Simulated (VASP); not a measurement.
Level of theory: LDA (Ceperley-Alder, Perdew-Zunger), VASP's LDA PAW potentials (set 64) (plane waves; VASP).

Input for VASP

KPOINTS:
```
Automatic mesh
0
Gamma
14 14 8
0 0 0
```

INCAR:
```
ALGO  =  Normal
EDIFF  =  1E-6
EDIFFG  =  -0.01
ENCUT  =  520
IBRION  =  2
ISIF  =  3
ISMEAR  =  1
LASPH  =  .TRUE.
LCHARG  =  .FALSE.
LMAXMIX  =  4
LREAL  =  .FALSE.
LWAVE  =  .FALSE.
NELM  =  100
NSW  =  60
PREC  =  Accurate
SIGMA  =  0.1
SYSTEM  =  Tc
```

### POSCAR
```
Tc
1
    1.3540582612    -2.3452980846     0.0000000000
    1.3540582612     2.3452980846    -0.0000000000
   -0.0000000000     0.0000000000     4.3349370182
Tc
2
Direct
  0.3333330000   0.6666670000   0.2500000000
  0.6666670000   0.3333330000   0.7500000000
```

POTCAR, in this order: Tc_pv (LDA.64 set). Program: vasp_std.

**Question.** What will the output report for the number of irreducible k-points (NKPTS), largest plane-wave count, number of space-group operations, FFT grid (NGX, NGY, NGZ)?

**Answer.** 
* **number of irreducible k-points (NKPTS)**: 120
* **largest plane-wave count**: 760
* **number of space-group operations**: 24
* **FFT grid (NGX, NGY, NGZ)**: 20 × 20 × 32

The compound is Tc in the hcp structure. This run relaxes it. Symmetry was kept, so distortions that lower it aren't found. The start is the result of an earlier pass.
